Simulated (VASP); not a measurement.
Input:

Space group Fm-3m (No. 225); a = 4.0345 Å, b = 4.0345 Å, c = 4.0345 Å, α = 90.00°, β = 90.00°, γ = 90.00°

| atom | site | symmetry | x | y | z |
|---|---|---|---|---|---|
| Li | 4a | m-3m | 0.0000 | 0.0000 | 0.0000 |
| H | 4b | m-3m | 0.5000 | 0.5000 | 0.5000 |
(The calculation used a cell of 2 atoms; values per cell refer to that cell.)

The numbers are results of vdW-DF2, VASP's PBE PAW potentials (set 64) (plane waves; VASP), not measurements. Run with 520 eV cut-off, 11×11×11 Γ-centred mesh, Gaussian smearing of 0.050 eV, potentials Li_sv H.

### Question
Give the energy at these volumes per atom, relative to the lowest: 7.67, 7.92, 8.16, 8.41, 8.65 Å³.

### Answer
4.2, 1.2, 0.0, 0.5, 2.4 meV/atom. A third-order Birch-Murnaghan fit gives B0 = 35.1 GPa and B0′ = 3.4.

The compound is LiH in the rock salt structure. It was relaxed first.
